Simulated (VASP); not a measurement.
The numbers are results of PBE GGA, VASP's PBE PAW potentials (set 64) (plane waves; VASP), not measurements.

VASP input:

### KPOINTS
```
Automatic mesh
0
Gamma
6 6 4
0 0 0
```

**INCAR**
```
! general
SYSTEM = SiC
PREC   = Accurate
ENCUT  = 400
LREAL  = .FALSE.
LASPH  = .TRUE.

! electronic loop
EDIFF  = 1E-6
NELM   = 100
ALGO   = Normal

! smearing
ISMEAR = -1
SIGMA  = 0.02

! functional
GGA    = PE

! ions
ISIF   = 2

! output
LWAVE  = .FALSE.
LCHARG = .FALSE.
```

File POSCAR:
```
SiC
1
    3.0735100000     0.0000000000     0.0000000000
   -1.5367550000     2.6617380000     0.0000000000
    0.0000000000     0.0000000000     5.0452500000
Si C
2 2
Direct
  0.3333330000   0.6666670000   0.4996000000
  0.6666670000   0.3333330000   0.9996000000
  0.3333330000   0.6666670000   0.8754000000
  0.6666670000   0.3333330000   0.3754000000
```

POTCAR, in this order: Si C (PBE.64 set). Program: vasp_std.

The resulting files:

**OSZICAR**
```
       N       E                     dE             d eps       ncg     rms          rms(c)
DAV:   1     0.291414346232E+02    0.29141E+02   -0.63151E+03   504   0.962E+02
DAV:   2    -0.312032311903E+02   -0.60345E+02   -0.54022E+02   736   0.172E+02
DAV:   3    -0.337845681627E+02   -0.25813E+01   -0.25692E+01   660   0.359E+01
DAV:   4    -0.338124132664E+02   -0.27845E-01   -0.27824E-01   624   0.435E+00
DAV:   5    -0.338129148635E+02   -0.50160E-03   -0.50154E-03   656   0.537E-01    0.125E+01
DAV:   6    -0.302162591419E+02    0.35967E+01   -0.10479E+01   608   0.206E+01    0.561E+00
DAV:   7    -0.301157499211E+02    0.10051E+00   -0.93587E-01   636   0.635E+00    0.249E+00
DAV:   8    -0.301003848176E+02    0.15365E-01   -0.48209E-02   568   0.161E+00    0.532E-01
DAV:   9    -0.300996467813E+02    0.73804E-03   -0.64717E-03   600   0.614E-01    0.133E-01
DAV:  10    -0.300999087957E+02   -0.26201E-03   -0.68387E-04   576   0.189E-01    0.531E-02
DAV:  11    -0.300999225277E+02   -0.13732E-04   -0.10134E-04   612   0.796E-02    0.121E-02
DAV:  12    -0.300999238926E+02   -0.13649E-05   -0.40340E-06   592   0.158E-02    0.270E-03
DAV:  13    -0.300999243273E+02   -0.43470E-06   -0.20476E-07   360   0.388E-03
   1 F= -.30099924E+02 E0= -.30099924E+02  d E =-.207471E-10
```

**OUTCAR**
```
------------------------ aborting loop because EDIFF is reached ----------------------------------------
  FORCE on cell =-STRESS in cart. coord.  units (eV):
  Direction    XX          YY          ZZ          XY          YZ          ZX
  --------------------------------------------------------------------------------------
  Total        0.7198620      0.7198622      0.6395052      0.0000000      0.0000000      0.0000000
  in kB       27.9432704     27.9432759     24.8240169      0.0000000      0.0000000      0.0000000
  external PRESSURE =      26.9035211 kB  Pullay stress =       0.0000000 kB
  volume of cell :       41.27
      direct lattice vectors                 reciprocal lattice vectors
     3.073510000  0.000000000  0.000000000     0.325360907  0.187847189  0.000000000
    -1.536755000  2.661738000  0.000000000     0.000000000  0.375694377  0.000000000
     0.000000000  0.000000000  5.045250000     0.000000000  0.000000000  0.198206234
  FREE ENERGIE OF THE ION-ELECTRON SYSTEM (eV)
  ---------------------------------------------------
  free  energy   TOTEN  =       -30.0999243273 eV

  energy  without entropy=      -30.0999243273  energy(sigma->0) =      -30.09992433
```
(Selected blocks of OUTCAR.)

OUTCAR:
```
 val. band max:        8.2922965004   @ k =   0.0000   0.0000   0.0000

 cond. band min:      10.5568684559   @ k =   0.3333   0.3333   0.0000


 Fermi energy:         8.6954189239

 k-point     1 :       0.0000    0.0000    0.0000
  band No.  band energies     occupation
      1      -7.3026      2.00000
      2      -3.7305      2.00000
      3      -0.4259      2.00000
      4       6.9727      2.00000
      5       6.9728      2.00000
      6       8.1760      2.00000
      7       8.2923      2.00000
      8       8.2923      2.00000
      9      13.1097      0.00000
     10      14.5111      0.00000
     11      14.9665      0.00000
     12      14.9666      0.00000

 k-point     2 :       0.1667    0.0000    0.0000
  band No.  band energies     occupation
      1      -6.8227      2.00000
      2      -3.3272      2.00000
      3       0.0107      2.00000
      4       4.7941      2.00000
      5       6.2825      2.00000
      6       6.7101      2.00000
      7       7.8149      2.00000
      8       8.0028      2.00000
      9      13.1739      0.00000
     10      15.0662      0.00000
     11      15.4095      0.00000
     12      15.6169      0.00000

 k-point     3 :       0.3333    0.0000    0.0000
  band No.  band energies     occupation
      1      -5.4511      2.00000
      2      -2.3699      2.00000
      3       0.8406      2.00000
      4       2.0571      2.00000
      5       3.9130      2.00000
      6       5.3340      2.00000
      7       6.4501      2.00000
      8       7.3782      2.00000
      9      11.6634      0.00000
     10      13.1933      0.00000
     11      15.5022      0.00000
     12      15.7432      0.00000

 k-point     4 :       0.5000    0.0000    0.0000
  band No.  band energies     occupation
      1      -3.9735      2.00000
      2      -2.5092      2.00000
      3       0.5131      2.00000
      4       1.9888      2.00000
      5       2.8473      2.00000
      6       4.9626      2.00000
...
```

At this cut-off the stress carries a Pulay error, which pulls relaxed volumes low.

The structure comes from a computed database's SiC entry (P6_3mc); how it stands against other phases isn't given here. The cell was not relaxed at this level.
